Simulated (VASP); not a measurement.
Consider the following.

```
Al3Sc
1.0
    4.10119     0.00000     0.00000
    0.00000     4.10119     0.00000
    0.00000     0.00000     4.10119
Sc Al
1 3
Direct
  0.00000   0.00000   0.00000
  0.00000   0.50000   0.50000
  0.50000   0.00000   0.50000
  0.50000   0.50000   0.00000
```

Method: optB88-vdW, VASP's PBE PAW potentials (set 64) (plane waves; VASP). Numerical set-up: 520 eV cut-off, 8×8×8 Γ-centred mesh, tetrahedra with Blöchl corrections, potentials Sc_sv Al.

Predict the energy per atom (σ→0), band gap (on the k-mesh) with the smallest direct gap where there is one.

```
Property                                                    Result
------------------------  ----------------------------------------
band gap (on the k-mesh)  none (metal, semimetal or under 0.01 eV)
energy per atom (σ→0)                               -3.043 eV/atom
```

The absolute energy has meaning only against runs of the same code, potentials and settings.

The compound is Al3Sc in the L1_2 structure. It was relaxed first.
